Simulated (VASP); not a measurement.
A run of VASP 6.6.1 is set up as follows.

File INCAR:

```
SYSTEM = Li2HfF6
PREC     = Accurate       ! precision mode
ENCUT    = 520            ! plane-wave cutoff, eV
EDIFF    = 1E-6           ! SCF threshold, eV
ISMEAR   = -1             ! smearing method
SIGMA    = 0.05           ! smearing width, eV
LREAL    = .FALSE.        ! projectors in reciprocal space
LASPH    = .TRUE.         ! aspherical terms in the spheres
NELM     = 80             ! most SCF steps
ALGO     = Normal         ! electronic algorithm
ISIF     = 2              ! what is computed and relaxed
LWAVE    = .FALSE.        ! write WAVECAR
LCHARG   = .FALSE.        ! write CHGCAR
GGA      = PE             ! functional
NBANDS   = 39             ! bands
```

Contents of KPOINTS:

```
Automatic mesh
0
G
  3 3 3
  0 0 0
```

The input POSCAR:

```
Li2HfF6
1.0
    4.6335150000     -0.4469320000     -0.1309370000
    0.0364860000      4.8072450000      0.2896670000
    0.2187090000      0.3456770000      4.6067240000
Hf Li F
1 2 6
Direct
    0.1571892114      0.5650329523      0.4026795362
    0.6056046706      0.3003332176      1.0092072884
    0.7004081888      0.9441716652      0.7550265597
    0.1032474265      0.7147341531      0.8177153679
    0.6108374747      0.3391355933      0.5203612885
    0.3442895013      0.0946740088      0.1917623670
    0.9379155338      0.3033490834      0.8303650549
    0.5794720574      0.6532307424      0.1551228038
    0.8629188252      0.9585461617      0.4608139778
```

Potentials or basis: VASP PAW PBE potentials, release 64 (Hf_pv, Li_sv, F).

Launch:

```sh
$ cat potpaw_PBE.64/Hf_pv/POTCAR potpaw_PBE.64/Li_sv/POTCAR potpaw_PBE.64/F/POTCAR > POTCAR
$ mpirun -np 1 vasp_std > vasp.out
```

Problem. Estimate the band gap on the k mesh.

Solution. 2.34 eV, indirect (least direct gap 2.39 eV).

Problem. Predict the largest force.

Solution. 4.717 eV/Å.

Forces on the atoms (eV/Å):
```
Hf   0.068  0.995  1.525
Li   0.439  0.883 -0.037
Li  -0.634  0.303  2.290
F    2.628  0.963 -0.589
F   -2.552  1.283  1.226
F   -1.942 -1.031  0.750
F    1.771 -2.134 -0.059
F   -1.816  0.638 -1.301
F    2.038 -1.901 -3.805
```

Caveat: the k mesh is coarse (spacing up to 0.46 Å⁻¹), so the values aren't converged; spin-orbit coupling is left out, which moves the levels of the heavy elements. As with any semilocal functional, this PBE gap is likely too small.
